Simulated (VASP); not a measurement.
SiC (4h):

```
CELL_PARAMETERS angstrom
      1.54025    -2.66780     0.00000
      1.54025     2.66780     0.00000
      0.00000     0.00000    10.08480
ATOMIC_POSITIONS crystal
  Si 0.00000 0.00000 0.00000
  Si 0.00000 0.00000 0.50000
  Si 0.66667 0.33333 0.75018
  Si 0.33333 0.66667 0.25018
  C  0.00000 0.00000 0.81216
  C  0.00000 0.00000 0.31216
  C  0.66667 0.33333 0.56329
  C  0.33333 0.66667 0.06329
```

The lowest empty band near M, direction to K, from mBJ (TB09) with spin-orbit coupling in VASP (PAW); its two spin partners are averaged. The gap over the points computed is 3.14 eV, and the next band on that side lies 0.13 eV away at the edge.

Numerical set-up: 520 eV cut-off, 9×9×3 Γ-centred mesh, Gaussian smearing of 0.050 eV, potentials Si C.

```
distance from the edge in k (1/Å)  distance in energy (meV)
---------------------------------  ------------------------
0.018                                                   3.8
0.025                                                   7.4
0.035                                                  14.7
0.050                                                  29.6
```

Question: Fit E(1 + αE) = ħ²k²/2m* (ħ²/2m0 = 3.810 eV Å²) and predict the row at 0.070 1/Å.

Answer: The rows don't resolve α, so a parabola serves: the electron mass is m* = 0.321 m0, and so 58.2 meV. The run gave 57.3 meV, -0.9 meV from the fit.

Left out are points under 3 meV from the edge, since the levels carry 0.1 meV, and points farther than half the way to the next band.

The compound is SiC in the 4h structure. The cell was not relaxed at this level.
